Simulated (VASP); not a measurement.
Given:

```
CELL_PARAMETERS angstrom
      1.82172    -3.15532     0.00000
      1.82172     3.15532     0.00000
      0.00000     0.00000     5.64697
ATOMIC_POSITIONS crystal
  Tb 0.33333 0.66667 0.25000
  Tb 0.66667 0.33333 0.75000
```

Level of theory: PBE GGA, VASP's PBE PAW potentials (set 64) (plane waves; VASP). Numerical set-up: 480 eV cut-off, 10×10×6 Γ-centred mesh, first-order Methfessel-Paxton smearing of 0.10 eV, potentials Tb_3.

The 4f electrons are frozen in the core of the lanthanide potential, so 4f levels, which can set the real gap, and their magnetism are missing. Energy and stress use the plane-wave basis of the starting cell.

Problem. The ions, cell shape and volume at an external pressure of 1.0 GPa are relaxed. Give the cell that the relaxation ends in.

Solution. 
```
CELL_PARAMETERS angstrom
      1.80432    -3.12516     0.00000
      1.80432     3.12516     0.00000
      0.00000     0.00000     5.61854
ATOMIC_POSITIONS crystal
  Tb 0.33333 0.66667 0.25000
  Tb 0.66667 0.33333 0.75000
```
Space group P6_3/mmc (194), at a tolerance of 0.03 Å.

Problem. How do energy and volume change from the first to the last step?

Solution. The energy (σ→0) changes by +2.5 meV/atom and the volume by -2.4 %, in 5 ionic steps.

| step | E(σ→0) (eV) | max force (eV/Å) | pressure (GPa) | volume (Å³) |
|---|---|---|---|---|
| 1 | -9.1190 | 0.000 | 0.04 | 64.92 |
| 2 | -9.1122 | 0.000 | 1.20 | 63.11 |
| 3 | -9.1142 | 0.000 | 1.00 | 63.41 |
| 4 | -9.1142 | 0.000 | 1.00 | 63.39 |
| 5 | -9.1141 | 0.000 | 1.00 | 63.36 |

The compound is Tb in the hcp structure. This run relaxes it under an external pressure of 1 GPa. Symmetry was kept, so distortions that lower it aren't found.
